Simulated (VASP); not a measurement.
Level of theory: PBE GGA, VASP's PBE PAW potentials (set 64) (plane waves; VASP).

A VASP calculation is set up with these files.

**KPOINTS**
```
Automatic
0
G
 3 3 2
```

### POSCAR
```
ZnO
1.0
  1.6250000000  -2.8145830000   0.0000000000
  1.6250000000   2.8145830000   0.0000000000
  0.0000000000   0.0000000000   5.2100000000
Zn O
2 2
Cartesian
  1.6250000000  -0.9381962097   2.6050000000
  1.6250000000   0.9381962097   0.0000000000
  1.6250000000  -0.9381962097   4.5952200000
  1.6250000000   0.9381962097   1.9902200000
```

INCAR:
```
LWAVE  =  F
LREAL  =  F
LASPH  =  T   # aspherical one-centre terms
EDIFF  =  1E-6
ALGO  =  Normal
LCHARG  =  F
NELM  =  100
GGA  =  PE
SYSTEM  =  ZnO
ENCUT  =  520
ISMEAR  =  0   # Gaussian
SIGMA  =  0.05
PREC  =  Accurate
LMAXMIX  =  4   # l cut-off of mixed one-centre charges
ISIF  =  2   # forces and stress, cell fixed
```

POTCAR, in this order: Zn O (PBE.64 set). Program: vasp_std.

Output of the run:

File OUTCAR:
```
 ion  position               nearest neighbor table
   1  0.667  0.333  0.500-   4 1.97   4 1.97   4 1.97   3 1.99
   2  0.333  0.667  0.000-   3 1.97   3 1.97   3 1.97   4 1.99
   3  0.667  0.333  0.882-   2 1.97   2 1.97   2 1.97   1 1.99
   4  0.333  0.667  0.382-   1 1.97   1 1.97   1 1.97   2 1.99
  LATTYP: Found a hexagonal cell.
 ALAT       =     3.2500003791
 C/A-ratio  =     1.6030767361
 Subroutine PRICEL returns:
 Original cell was already a primitive cell.
 Subroutine GETGRP returns: Found 12 space group operations
The static configuration has the point symmetry C_3v.
 The point group associated with its full space group is C_6v.
The dynamic configuration has the point symmetry C_3v.
 Subroutine INISYM returns: Found 12 space group operations
 Subroutine IBZKPT returns following result:
 Found      6 irreducible k-points:

 Following reciprocal coordinates:
            Coordinates               Weight
  0.000000  0.000000  0.000000      1.000000
  0.333333  0.000000  0.000000      6.000000
  0.333333  0.333333  0.000000      2.000000
  0.000000  0.000000  0.500000      1.000000
  0.333333  0.000000  0.500000      6.000000
  0.333333  0.333333  0.500000      2.000000
   k-points           NKPTS =      6   k-points in BZ     NKDIM =      6   number of bands    NBANDS=     22
   number of dos      NEDOS =    301   number of ions     NIONS =      4
   total plane-waves  NPLWV =  23040
   dimension x,y,z NGX =    24 NGY =   24 NGZ =   40
   dimension x,y,z NGXF=    48 NGYF=   48 NGZF=   80
   ions per type =               2   2
   PREC   = accura    normal or accurate (medium, high low for compatibility)
   ISTART =      0    job   : 0-new  1-cont  2-samecut
   ICHARG =      2    charge: 1-file 2-atom 10-const
   ISPIN  =      1    spin polarized calculation?
   LNONCOLLINEAR =      F non collinear calculations
   LSORBIT =      F    spin-orbit coupling
   INIWAV =      1    electr: 0-lowe 1-rand  2-diag
   ENCUT  =  520.0 eV  38.22 Ry    6.18 a.u.   6.04  6.04  9.69*2*pi/ulx,y,z
...
```

**OSZICAR**
```
       N       E                     dE             d eps       ncg     rms          rms(c)
DAV:   1     0.272081390744E+03    0.27208E+03   -0.19283E+04   272   0.239E+03
DAV:   2     0.835965465433E+01   -0.26372E+03   -0.25349E+03   282   0.435E+02
DAV:   3    -0.204794463481E+02   -0.28839E+02   -0.28640E+02   312   0.151E+02
DAV:   4    -0.210215791805E+02   -0.54213E+00   -0.54163E+00   294   0.221E+01
DAV:   5    -0.210255129267E+02   -0.39337E-02   -0.39336E-02   294   0.181E+00    0.152E+01
DAV:   6    -0.175487598292E+02    0.34768E+01   -0.12258E+01   448   0.722E+01    0.939E+00
DAV:   7    -0.177385547756E+02   -0.18979E+00   -0.27975E+00   278   0.189E+01    0.557E+00
DAV:   8    -0.177629186657E+02   -0.24364E-01   -0.83918E-01   402   0.974E+00    0.185E+00
DAV:   9    -0.176973630708E+02    0.65556E-01   -0.20146E-01   416   0.829E+00    0.356E-01
DAV:  10    -0.177013375595E+02   -0.39745E-02   -0.63520E-02   264   0.184E+00    0.171E-01
DAV:  11    -0.177012119630E+02    0.12560E-03   -0.19782E-03   388   0.714E-01    0.494E-02
DAV:  12    -0.177012989595E+02   -0.86997E-04   -0.26361E-04   328   0.396E-01    0.455E-02
DAV:  13    -0.177012823149E+02    0.16645E-04   -0.69277E-05   348   0.216E-01    0.127E-02
DAV:  14    -0.177012851544E+02   -0.28395E-05   -0.28086E-05   288   0.420E-02    0.601E-03
DAV:  15    -0.177012845770E+02    0.57735E-06   -0.18414E-06   192   0.173E-02
   1 F= -.17701285E+02 E0= -.17701285E+02  d E =-.121471E-18
```

### OUTCAR
```
------------------------ aborting loop because EDIFF is reached ----------------------------------------
  FORCE on cell =-STRESS in cart. coord.  units (eV):
  Direction    XX          YY          ZZ          XY          YZ          ZX
  --------------------------------------------------------------------------------------
  Total        1.9014143      1.9014149      1.5712514      0.0000000     -0.0000000      0.0000000
  in kB       63.9222693     63.9222892     52.8227638      0.0000000     -0.0000000      0.0000000
  external PRESSURE =      60.2224408 kB  Pullay stress =       0.0000000 kB
  volume of cell :       47.66
      direct lattice vectors                 reciprocal lattice vectors
     1.625000000 -2.814583000  0.000000000     0.307692308 -0.177646209  0.000000000
     1.625000000  2.814583000  0.000000000     0.307692308  0.177646209  0.000000000
     0.000000000  0.000000000  5.210000000     0.000000000  0.000000000  0.191938580
  FREE ENERGIE OF THE ION-ELECTRON SYSTEM (eV)
  ---------------------------------------------------
  free  energy   TOTEN  =       -17.7012845770 eV

  energy  without entropy=      -17.7012845770  energy(sigma->0) =      -17.70128458
```
(Selected blocks of OUTCAR.)

**OUTCAR**
```
 val. band max:        1.2476671244   @ k =   0.0000   0.0000   0.0000

 cond. band min:       2.0058702887   @ k =   0.0000   0.0000   0.0000


 Fermi energy:         1.5550317466

 k-point     1 :       0.0000    0.0000    0.0000
  band No.  band energies     occupation
      1     -16.8331      2.00000
      2     -16.1031      2.00000
      3      -4.4816      2.00000
      4      -4.4816      2.00000
      5      -4.3999      2.00000
      6      -4.3773      2.00000
      7      -4.2976      2.00000
      8      -4.2976      2.00000
      9      -3.3035      2.00000
     10      -3.3035      2.00000
     11      -3.0910      2.00000
     12      -3.0910      2.00000
     13      -2.8023      2.00000
     14       0.4609      2.00000
     15       0.4609      2.00000
     16       1.1478      2.00000
     17       1.2477      2.00000
     18       1.2477      2.00000
     19       2.0059      0.00000
     20       6.3982      0.00000
     21       9.4720      0.00000
     22      14.0422      0.00000

 k-point     2 :       0.3333    0.0000    0.0000
  band No.  band energies     occupation
      1     -16.3564      2.00000
      2     -15.9376      2.00000
      3      -4.7790      2.00000
      4      -4.4264      2.00000
      5      -4.2576      2.00000
      6      -4.0508      2.00000
      7      -3.8759      2.00000
      8      -3.7356      2.00000
      9      -3.4017      2.00000
     10      -3.2302      2.00000
     11      -3.0577      2.00000
     12      -2.8967      2.00000
     13      -2.6221      2.00000
     14      -1.9205      2.00000
     15      -1.0537      2.00000
     16      -0.6239      2.00000
     17       0.4212      2.00000
     18       0.6183      2.00000
     19       5.4925      0.00000
     20       8.7477      0.00000
     21       9.1527      0.00000
     22      10.0222      0.00000

 k-point     3 :       0.3333    0.3333    0.0000
  band No.  band energies     occupation
      1     -15.9813      2.00000
...
```

The compound is ZnO in the wurtzite structure. The cell was not relaxed at this level. The k-mesh is coarse (spacing up to 0.74 per Å, 2π included), so the numbers may not be converged in it. The run is one of a series of settings (KPOINTS 3×3×2 Γ-centred mesh against the base run), some of them coarse on purpose.
